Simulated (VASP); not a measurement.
Input:

```
BaHfO3
1.0
    4.09087     0.00000     0.00000
    0.00000     4.09087     0.00000
    0.00000     0.00000     4.09087
Ba Hf O
1 1 3
Direct
  0.00000   0.00000   0.00000
  0.50000   0.50000   0.50000
  0.50000   0.00000   0.50000
  0.00000   0.50000   0.50000
  0.50000   0.50000   0.00000
```

The numbers are results of optB86b-vdW, VASP's PBE PAW potentials (set 64) (plane waves; VASP), not measurements. Settings: 520 eV cut-off, 5×5×5 Γ-centred mesh, Gaussian smearing of 0.050 eV, potentials Ba_sv Hf_pv O.

Problem. Give the stress tensor in GPa (positive for a compressed cell).

Solution. 
```
12.02   0.00   0.00
 0.00  12.02   0.00
 0.00   0.00  12.02
```
The pressure is its mean diagonal, 12.02 GPa.

The compound is BaHfO3 in the cubic perovskite structure. This cell is one point of a volume scan, at 0.94 of the reference volume.
